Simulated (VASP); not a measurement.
Write the native input for VASP 6.6.1 that does the following.

| Item | Value |
| --- | --- |
| Task | single point |
| Functional | PBE |
| Potentials or basis | VASP PAW PBE potentials, release 64 (Bi_d, P, Hg) |
| Cutoff | 520 eV |
| k mesh | 4 × 4 × 4 |
| Occupations | gaussian, width 0.05 eV |
| Spin | no spin polarisation |
| Dipole correction | no |
| Further INCAR settings | ALGO = Normal; EDIFF = 1e-06; NBANDS = 36 |

The structure of Hg3BiP lies in POSCAR:

```
Hg3BiP
1.0
    5.2758566262      0.0000000000      0.0000000000
    0.0000000000      5.2758566262      0.0000000000
    0.0000000000      0.0000000000      5.2758566262
Bi P Hg
1 1 3
Direct
    0.0000000000      0.0000000000      0.0000000000
    0.5000000000      0.5000000000      0.5000000000
    0.5000000000      0.5000000000      0.0000000000
    0.5000000000      0.0000000000      0.5000000000
    0.0000000000      0.5000000000      0.5000000000
```

The cell comes from a database or a generator and needn't be the stable form of this composition.

These files were run (other wordings do the same):

INCAR

```
PREC = Accurate
ENCUT = 520
EDIFF = 1E-6
ISMEAR = 0
SIGMA = 0.05
LREAL = F
LASPH = T
NELM = 100
ALGO = Normal
ISIF = 2
LWAVE = F
LCHARG = T
GGA = PE
LELF = T
LVHAR = T
NBANDS = 36
```

KPOINTS

```
regular mesh
0
Gamma
  4 4 4
```

Potentials or basis: VASP PAW PBE potentials, release 64 (Bi_d, P, Hg).

The run is started by

```console
$ cat potpaw_PBE.64/Bi_d/POTCAR potpaw_PBE.64/P/POTCAR potpaw_PBE.64/Hg/POTCAR > POTCAR
$ mpirun -np 1 vasp_std > vasp.out
```

Results of the run:

```json
{"Pressure": "-1.8 GPa", "Band gap on the k mesh": "none (metal or under the smearing width)"}
```

Caveat: spin-orbit coupling is left out, which moves the levels of the heavy elements.

Run time: 26 s on 1 thread of AMD EPYC 9R45 96-Core Processor (Zen 5), on a shared host, peak memory 0.23 GiB.
